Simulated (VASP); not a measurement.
A VASP calculation is set up with these files.

**INCAR**
```
# general
SYSTEM  = Ga4As3Sb
PREC    = Accurate
ENCUT   = 400
LREAL   = .FALSE.
LASPH   = .TRUE.

# electronic loop
EDIFF   = 1E-6
NELM    = 100
ALGO    = Normal
LMAXMIX = 4

# smearing
ISMEAR  = 1
SIGMA   = 0.1

# functional
GGA     = PS

# ions
IBRION  = 2
NSW     = 60
ISIF    = 3
EDIFFG  = -0.02

# output
LWAVE   = .FALSE.
LCHARG  = .FALSE.
```

**KPOINTS**
```
Automatic
0
Gamma
8 8 2
0 0 0
```

### POSCAR
```
Ga4As3Sb
1.0
  0.0000000000   2.8899391925   2.8899391925
  2.8899391925   0.0000000000   2.8899391925
 11.5438610336  11.5438610336   0.0158957366
Ga Sb As
4 1 3
direct
  0.0160991151   0.0160991151   0.9879256637
  0.9848231595   0.9848231595   0.2613826304
  0.9950512053   0.9950512053   0.5037115960
  0.0045134693   0.0045134693   0.7466148980
  0.2487447008   0.2487447008   0.0634414744
  0.2406261497   0.2406261497   0.3195303877
  0.2502295757   0.2502295757   0.5623278182
  0.2599126246   0.2599126246   0.8050655315
```

POTCAR, in this order: Ga_d Sb As (PBE.64 set). Program: vasp_std.

### Question
Translate this PBEsol calculation to Ansatz.

### Answer
One equivalent input (not run):
Ansatz 0.2 input:
```yaml
crystal:
  lattice:
    - [0.0000000, 2.8899392, 2.8899392]
    - [2.8899392, 0.0000000, 2.8899392]
    - [11.5438610, 11.5438610, 0.0158957]
  atoms:
    - { symbol: Ga, position: [0.0160991, 0.0160991, 0.9879257] }
    - { symbol: Ga, position: [0.9848232, 0.9848232, 0.2613826] }
    - { symbol: Ga, position: [0.9950512, 0.9950512, 0.5037116] }
    - { symbol: Ga, position: [0.0045135, 0.0045135, 0.7466149] }
    - { symbol: Sb, position: [0.2487447, 0.2487447, 0.0634415] }
    - { symbol: As, position: [0.2406261, 0.2406261, 0.3195304] }
    - { symbol: As, position: [0.2502296, 0.2502296, 0.5623278] }
    - { symbol: As, position: [0.2599126, 0.2599126, 0.8050655] }
kpoints:
  mp_grid: { grid: [8, 8, 2] }
hamiltonian:
  xc: pbesol
  pseudopotentials: { kind: paw }
scf:
  occupations: { method: methfessel_paxton, width: 0.1 }
  max_iter: 100
relax:
  max_steps: 60
  f_tol: 0.02
  cell: {}
output: { forces: true, stress: true, eigenvalues: true }
```
What does not carry over: each code has its own PAW files, so the cut-off isn't converted (ENCUT is set for VASP's; basis.ecutwfc is left out, and Ansatz then takes the one that its files recommend); Ansatz stops its SCF on the density residual and VASP on the energy change (EDIFF).

The structure was generated: Ga4As3Sb was put into an ordered model structure (R3m), which need not be its known phase. This run relaxes it. Symmetry was kept, so distortions that lower it aren't found. The start is the result of an earlier pass.
